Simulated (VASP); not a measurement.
Data:

```
SrTe
1.0
    0.00000     3.44437     3.44437
    3.44437     0.00000     3.44437
    3.44437     3.44437     0.00000
Sr Te
1 1
Direct
  0.00000   0.00000   0.00000
  0.50000   0.50000   0.50000
```

Level of theory: RPBE GGA, VASP's PBE PAW potentials (set 64) (plane waves; VASP). Run with 520 eV cut-off, 7×7×7 Γ-centred mesh, Gaussian smearing of 0.050 eV, potentials Sr_sv Te.

Problem. Predict the energy per atom (σ→0).

Solution. 
- energy per atom (σ→0) = -3.867 eV/atom

Total energies compare only between runs with the same potentials, cut-off and functional.

The compound is SrTe in the rock salt structure. This cell is one point of a volume scan, at 1.03 of the reference volume.
